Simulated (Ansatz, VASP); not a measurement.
# InAs in two plane-wave programs, part 2 of 2

One calculation is typed for both programs; each brings its own data sets. How far apart do they land? The cell is taken from a series of runs on this material, whose earlier steps may have relaxed, scaled, displaced or heated it; both programs get it as it stands.

VASP 6.6.1 and Ansatz 0.2.0.

So far: The starting structure; VASP: zone-centre phonons, PBEsol.

## 3. Ansatz: zone-centre phonons, PBEsol

Level of this step: Ansatz beside VASP: Kohn-Sham DFT, plane waves, PBEsol (Ansatz).

Ansatz runs on its PAW soft_1 files.

The same cell, functional, mesh and smearing now go to Ansatz, which takes its cutoff from its data sets.

The input, input.yaml:

```yaml
crystal:
  lattice:
    - [0.0154913639, 3.0584837449, 3.0270590972]
    - [3.0584837449, 0.0154913639, 3.0270590972]
    - [3.0739751088, 3.0739751088, -1.0e-10]
  atoms:
    - { symbol: As, position: [0.7508646667, 0.7508646667, 0.7491353333] }
    - { symbol: In, position: [-0.0008646667, -0.0008646667, 0.0008646667] }
kpoints:
  mp_grid: { grid: [12, 12, 12] }
hamiltonian:
  xc: pbesol
  pseudopotentials: { kind: paw, azcp: { folder: soft_1 }, xc_functional: pbe }
scf:
  occupations: { method: methfessel_paxton, width: 0.2 }
output:
  eigenvalues: true
phonons:
  method: dfpt
```

Run with:

```bash
$ ansatz run input.yaml --threads 4 --pin off --max-ram 10240MiB --backend cpu --events-out ev --progress --plain --runs-dir out
```

Numbers of over 12 decimals in the logs are rounded to 6 here.

What it wrote:

```text
zone centre: on kpoints.mp_grid the ground state, and the responses unless they are solved on pairs of k-points, stand on 476 of the mesh's 1728 k-points, reduced under 2 symmetry operations, with k and −k counted as one. Each operation leaves every solved displacement unchanged or reverses it
Engine: ansatz 0.2.0, aarch64-unknown-linux-gnu
Pseudopotentials: kind: paw
Pseudopotential: As, paw, valence charge 15, recommended cutoff 420 eV (normal), soft_1/As.paw.azcp
Pseudopotential: In, paw, valence charge 13, recommended cutoff 420 eV (normal), soft_1/In.paw.azcp
Functional definition: PBEsol
  exchange = pbesol_x
  correlation = pbesol_c
Crystal: 2 atoms, lattice volume = 56.631 Å³
Basis set: ecut = 420 eV, 1099 PW (Γ), exchange–correlation on 60×60×60 points (8 copies of the dense FFT grid, shifted against one another)
Bands: 18, of which v1, the nominal top of the filled ones, is band 14 counted from 1 (13 counted from 0)
Symmetry: 4 space group operations
k-points: 476 of 1728 (irreducible under 2 space group operations, time reversal used)
Non-local potential: As, projectors of the file, l = 0: 2, l = 1: 2, l = 2: 3, l = 3: 1
Non-local potential: In, projectors of the file, l = 0: 2, l = 1: 2, l = 2: 2, l = 3: 1
PAW form: soft (Blöchl's): semilocal exchange-correlation on the pseudo side does not see the compensation charge
PAW frozen core: As, regenerated for the run's functional, and the local potential with it (the file was generated under x = pbe(κ = 0.804, μ = 0.219515), c = pbe(β = 0.066725))
PAW frozen core: In, regenerated for the run's functional, and the local potential with it (the file was generated under x = pbe(κ = 0.804, μ = 0.219515), c = pbe(β = 0.066725))
PAW one-centre angular grid: As, 590 points (default); XC on 64 Gauss nodes
PAW one-centre angular grid: In, 590 points (default); XC on 64 Gauss nodes
Initial density: superposition of atomic densities (chi_scale 0.1, normalization cell, long waves kept (reshape's long-wave potential 0.00 eV rms))
Initial wavefunctions: pseudopotential atomic-orbital guess
Functional: x = pbesol(κ = 0.804, μ = 0.123457), c = pbesol(β = 0.046)
SCF iter   1: F=—  HF=-10338.984493 eV  |F-HF|=—  |Δ(HF+E_count)|=         —  Δρ=2.81e-2  dr2=3.57e-1  ethr=3.10e-3  ⟨swp⟩=5.2  Hψ=43410  notcnv=0
preconditioner: auto → none  [insulator: Δε(μ)=0.727 eV  Ē_g=14.577 eV  σ=0.200 eV  W_gap=0.57  n_scr=14 (ndim 8)  ℏωp=20.9 eV  f_vac=0.011  D(μ)=0.06/eV (n_scr^D=0)  ε∞_Penn≈3.1]
SCF iter   2: F=—  HF=-10338.908065 eV  |F-HF|=—  |Δ(HF+E_count)|=   7.64e-2  S|Δr|=    0.00e0  Δρ=1.27e-2  dr2=6.53e-2  ethr=1.28e-3  ⟨swp⟩=2.0  Hψ=14172  notcnv=0
SCF iter   3: F=—  HF=-10338.896699 eV  |F-HF|=—  |Δ(HF+E_count)|=   1.14e-2  S|Δr|=    0.00e0  Δρ=1.80e-3  dr2=4.18e-3  ethr=2.33e-4  ⟨swp⟩=2.0  Hψ=12361  notcnv=0
SCF iter   4: F=—  HF=-10338.895159 eV  |F-HF|=—  |Δ(HF+E_count)|=   1.54e-3  S|Δr|=    0.00e0  Δρ=5.86e-4  dr2=1.18e-4  ethr=1.49e-5  ⟨swp⟩=2.0  Hψ=15233  notcnv=0
SCF iter   5: F=—  HF=-10338.895160 eV  |F-HF|=—  |Δ(HF+E_count)|=   1.29e-6  S|Δr|=    0.00e0  Δρ=1.91e-4  dr2=7.76e-6  ethr=4.21e-7  ⟨swp⟩=2.0  Hψ=15230  notcnv=0
SCF iter   6: F=—  HF=-10338.895170 eV  |F-HF|=—  |Δ(HF+E_count)|=   9.73e-6  S|Δr|=    0.00e0  Δρ=1.98e-5  dr2=1.24e-7  ethr=2.77e-8  ⟨swp⟩=2.0  Hψ=10315  notcnv=0
SCF iter   7: F=—  HF=-10338.895170 eV  |F-HF|=—  |Δ(HF+E_count)|=   4.67e-7  S|Δr|=    0.00e0  Δρ=5.48e-6  dr2=1.83e-8  ethr=4.44e-10  ⟨swp⟩=2.0  Hψ=15233  notcnv=0
SCF iter   8: F=—  HF=-10338.895170 eV  |F-HF|=—  |Δ(HF+E_count)|=   9.25e-9  S|Δr|=    0.00e0  Δρ=9.87e-7  dr2=3.19e-10  ethr=6.55e-11  ⟨swp⟩=2.0  Hψ=15231  notcnv=0
SCF iter   9: F=—  HF=-10338.895170 eV  |F-HF|=—  |Δ(HF+E_count)|=  1.53e-10  S|Δr|=    0.00e0  Δρ=1.89e-7  dr2=1.74e-11  ethr=1.14e-12  ⟨swp⟩=2.0  Hψ=15233  notcnv=0
SCF iter  10: F=-10338.895170 eV  HF=-10338.895170 eV  |F-HF|=1.82e-12  |Δ(HF+E_count)|=  2.00e-11  S|Δr|=    0.00e0  Δρ=5.52e-8  dr2=1.95e-12  ethr=1.00e-12  ⟨swp⟩=5.8  Hψ=35300  notcnv=0
SCF 1 converged in 10 iterations: F = -10338.895170 eV  dr2 = 1.95e-12
  greatest PAW one-centre occupation: 0.999 electrons in one spin orbital (limit 2), on the As atom at site 0 (counted from 0), in its partial waves of l = 2
DFPT response loops at Γ: preconditioner auto → Kerker (q_TF=auto, 2.426 Å⁻¹) (partly filled bands, converged f_vac=0.094); β = 1.00, the filter's whole step (`scf.mixing.beta` (0.50) is not read by the response loops under this deck's `scf.mixing.preconditioner`; to damp them name `kerker` or `kerker_dos`, under which they read `scf.mixing.beta`, and type it under 1.00, their step now; both keys bind the ground state too); Broyden in place of MSR1
SCF converged after 10 iterations
Stability not checked: this state was not tested for a lower state beside it, because cold or Methfessel-Paxton smearing, or corrected tetrahedra, fill the levels in a way that the test cannot read (fill_not_monotonic; see scf.lower_state_search)
Free energy (F): -10338.895170 eV
Harris-Foulkes:  -10338.895170 eV  (|F-HF|=1.82e-12)
Internal energy: -10338.895625 eV  (E = F + TS)
E sigma→0 (E₀):  -10338.895283 eV
Entropy (-TS):   0.000455 eV (0.228 meV/atom)
Fermi energy:    7.270427 eV
Step filling:    the computed levels leave a gap of 0.0158 eV = 0.1 smearing widths at the electron count; against every level under it full and every level over it empty, smearing changes F+E_penalty+E_count by +0.194 meV and its σ→0 estimate by +0.080 meV
--- Per-component energies (eV) ---
  E_band       = -328.135992
  E_kinetic    = 316.466664
  E_local      = -3511.412857  (includes V_loc(G=0)·N_el)
  E_nonlocal   = -63.454587
  E_hartree    = 1742.177380
  E_xc         = -211.322722
  E_vxc        = -162.934833  (∫ρ·V_xc dr)
  E_paw        = -6109.526761  (= ΣΔE_a)
  E_vpaw       = -391.155227  (= ΣTr[D̂ρ^β])
  E_aug_tail   = 0.000147  (compensation charges beyond the density's cutoff)
  E_ewald      = -2503.025222
  E_core_change = 1.202334  (= ΣΔE_core)
  E_smearing   = 0.000455  (= −TS)
  E_closure    = 0.000000  (closes the sum)
  Σ components = -10338.895170   (vs F -10338.895170, Δ=0.00e0)
--- Band table (eV; the first three rows and the last of 476) ---
  k-point 0: bands = [... 10 lower, -4.5165, 6.8089, 7.1730, 7.2377, 7.2535, 11.0382, 11.0671, 11.1342]
  k-point 1: bands = [... 10 lower, -4.4472, 5.8526, 7.1410, 7.1484, 7.9204, 11.0638, 11.1936, 11.2621]
  k-point 2: bands = [... 10 lower, -4.2470, 4.6601, 6.9307, 6.9329, 8.3504, 11.3817, 11.5259, 11.5516]
  k-point 475: bands = [... 10 lower, -2.5730, 1.4906, 4.8755, 4.9755, 8.6657, 9.1594, 16.1944, 16.2604]
--- Phonons (Γ-DFPT): 4 representative perturbations + reference, on 476 of 1728 k-points (Σ response iterations 12) ---
  k mesh reduced under 2 symmetry operations, with k and −k counted as one. Each operation leaves every solved displacement unchanged or reverses it
  ASR residual: 5.630e-5 → 0.000e0 eV/Å²; symmetrization residual: 2.046e-5 eV/Å²
  ASR residual per site (eV/Å²): 2.32e-5 5.63e-5
  Γ frequencies (cm⁻¹): 0.00 0.00 0.00 206.34 206.63 207.54
  non-analytic LO–TO correction: not included (Born effective charges unavailable; polar crystals: no LO–TO splitting at Γ)
```

The column dr2 measures how far the density is from self-consistency, as an energy; F and HF (Harris–Foulkes) agree once it is small.

## 4. Differences

Known differences besides the potentials themselves: the data sets hold 28 valence electrons in Ansatz (on its PAW soft_1 files) and 18 in VASP; the cutoff is 420 eV in Ansatz and 500 eV in VASP; Ansatz makes its cores anew for this functional, VASP keeps those of its PBE data sets. Total energies have different zeros and are not compared.

Both answers:

```csv
quantity,Ansatz,VASP,difference
optical mode 1 (cm⁻¹),206.3,206.9,-0.28 %
optical mode 2 (cm⁻¹),206.6,207.0,-0.16 %
optical mode 3 (cm⁻¹),207.5,208.7,-0.57 %
```

Modes are paired by rising frequency, not by their patterns, so a pair may set unlike modes beside each other; they are those without the splitting of longitudinal modes.

## 5. Summary of results

| Property | Result |
| --- | --- |
| r.m.s. difference of the optical zone-centre modes, each program's sorted by frequency (zone-centre phonons, PBEsol) | 0.78 cm⁻¹ |
| difference in optical mode 3 (zone-centre phonons, PBEsol) | -0.6 % |

**Reading.** The r.m.s. difference of the optical zone-centre modes, each program's sorted by frequency is 0.78 cm⁻¹ (zone-centre phonons, PBEsol). The data sets hold unlike numbers of valence electrons (28 in Ansatz and 18 in VASP), so part of the differences comes from the potentials. Among the rows given in per cent, the largest difference of the zone-centre phonons, PBEsol pair is in optical mode 3, -0.6 %. How closely two codes agree says nothing of how well the functional describes the real material.

[Lines on the potential files, build, host, timing and source positions are cut from VASP's logs without a mark.]

[Logs are printed without paths, hosts, clocks, repeated set-up lines and the standing remarks that a program may print on its own settings, such as how far it seeks lower states.]

[Hosts, paths, dates, database ids (printed as entryN), source tags and the programs' standing remarks are cut or masked in the printed files.]
